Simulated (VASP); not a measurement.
Energy against volume of Cr (bcc, AFM order). Calculation: TPSS meta-GGA, VASP's PBE PAW potentials (set 64) (plane waves; VASP).

```
V (Å³/atom)  E (eV/atom)
-----------  -----------
10.817         -16.96176
11.162         -16.98660
11.508         -16.99492
11.853         -16.99012
12.198         -16.97515
```

Task: Fit a third-order Birch-Murnaghan equation of state.

Result: 
```json
{
 "volume_per_atom": "11.54 Å³/atom",
 "bulk_modulus": "197 GPa",
 "pressure_derivative_of_the_bulk_modulus": "7.09",
 "lattice_constant_a": "2.847 Å"
}
```

Measured: a 2.877 Å at 0 K (computed value off by -1.0 %), as given by H. Levämäki et al., Physical Review B (2014), arXiv:1402.3671 [corrected for temperature and zero-point phonon effects].

The compound is Cr in the bcc, AFM order structure. It was relaxed first.
